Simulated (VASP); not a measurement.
A VASP calculation is set up with these files.

**INCAR**
```
# general
SYSTEM =Sn
PREC   =Accurate
ENCUT  =400
LREAL  =.False.
LASPH  =.True.

# electronic loop
EDIFF  =1E-6
NELM   =100
ALGO   =Normal
LMAXMIX=4

# smearing
ISMEAR =1
SIGMA  =0.1

# functional
GGA    =PS

# ions
IBRION =2
NSW    =60
ISIF   =3
EDIFFG =-0.01

# output
LWAVE  =.False.
LCHARG =.False.
```

### KPOINTS
```
K-points
0
G
 14 14 14
```

File POSCAR:
```
Sn
1.0
 -1.5907500000   1.5907500000   2.9156500000
  1.5907500000  -1.5907500000   2.9156500000
  1.5907500000   1.5907500000  -2.9156500000
Sn
1
Cartesian
  0.0000000000   0.0000000000   0.0000000000
```

POTCAR, in this order: Sn_d (PBE.64 set). Program: vasp_std.

Question: Write an equivalent input for Ansatz.

Answer: One equivalent input (not run):
Ansatz 0.2 input:
```yaml
crystal:
  lattice:
    - [-1.5907500, 1.5907500, 2.9156500]
    - [1.5907500, -1.5907500, 2.9156500]
    - [1.5907500, 1.5907500, -2.9156500]
  atoms:
    - { symbol: Sn, position: [0.0000000, 0.0000000, 0.0000000] }
kpoints:
  mp_grid: { grid: [14, 14, 14] }
hamiltonian:
  xc: pbesol
  pseudopotentials: { kind: paw }
scf:
  occupations: { method: methfessel_paxton, width: 0.1 }
  max_iter: 100
relax:
  max_steps: 60
  f_tol: 0.01
  cell: {}
output: { forces: true, stress: true, eigenvalues: true }
```
Limits of the translation: each code has its own PAW files, so the cut-off isn't converted (ENCUT is set for VASP's; basis.ecutwfc is left out, and Ansatz then takes the one that its files recommend); Ansatz stops its SCF on the density residual and VASP on the energy change (EDIFF).

The structure comes from a measured Sn entry (I4/mmm) of the Crystallography Open Database, whose conditions weren't checked. This run relaxes it. Symmetry was kept, so distortions that lower it aren't found.
